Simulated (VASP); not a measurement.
Computed with r2SCAN meta-GGA, VASP's PBE PAW potentials (set 64) (plane waves; VASP 6.6.1).

A VASP calculation is set up with these files.

**INCAR**
```
PREC=Accurate
LMIXTAU=.TRUE.
LMAXMIX=4
EDIFFG=-0.02   # ionic stop
LASPH=.TRUE.   # aspherical one-centre terms
NSW=60
SIGMA=0.05
LCHARG=.FALSE.
LREAL=.FALSE.
SYSTEM=Nb2O5
ISMEAR=0   # Gaussian
EDIFF=1E-6
IBRION=2   # conjugate gradients
ENCUT=520
METAGGA=R2SCAN
ALGO=Normal
LWAVE=.FALSE.
NELM=100   # most electronic steps
ISIF=3
```

**KPOINTS**
```
Automatic mesh
0
G
6 6 5
0 0 0
```

File POSCAR:
```
Nb2O5
1
    6.4491510442    -1.9093737347     0.0064057773
    6.4491510442     1.9093737347     0.0064057773
   -0.0543781252     0.0000000000     3.9768054333
Nb O
2 5
Direct
  0.8537502191   0.8537502191   0.9331687413
  0.1462497809   0.1462497809   0.0668312587
  0.8510587844   0.8510587844   0.4877272496
  0.1489412156   0.1489412156   0.5122727504
  0.0000000000   0.0000000000   1.0000000000
  0.6846689327   0.6846689327   0.0053440564
  0.3153310673   0.3153310673   0.9946559436
```

POTCAR, in this order: Nb_sv O (PBE.64 set). Program: vasp_std.

Estimate the energy per atom (σ→0), volume per atom.

The energy per atom (σ→0) is -14.276 eV/atom. The volume per atom comes out as 14.01 Å³/atom.

**OSZICAR**
```
...
DAV:   2    -0.999301517864E+02   -0.32507E-04   -0.56002E-04  4519   0.187E-01    0.202E-02
DAV:   3    -0.999301487526E+02    0.30338E-05   -0.35274E-05  5023   0.502E-02    0.965E-03
DAV:   4    -0.999301464322E+02    0.23204E-05   -0.15436E-05  6333   0.319E-02    0.557E-03
DAV:   5    -0.999301500091E+02   -0.35770E-05   -0.32210E-06  3236   0.157E-02    0.369E-03
DAV:   6    -0.999301463449E+02    0.36642E-05   -0.24760E-06  2595   0.150E-02    0.126E-03
DAV:   7    -0.999301496302E+02   -0.32852E-05   -0.18448E-06  2315   0.139E-02    0.838E-04
DAV:   8    -0.999301497624E+02   -0.13230E-06   -0.25640E-07  1873   0.547E-03
   8 F= -.99930150E+02 E0= -.99930150E+02  d E =-.426164E-04
```

The structure comes from a computed database's Nb2O5 entry (C2/m); how it stands against other phases isn't given here. This run relaxes it. Symmetry was kept, so distortions that lower it aren't found. The start is the result of an earlier pass.
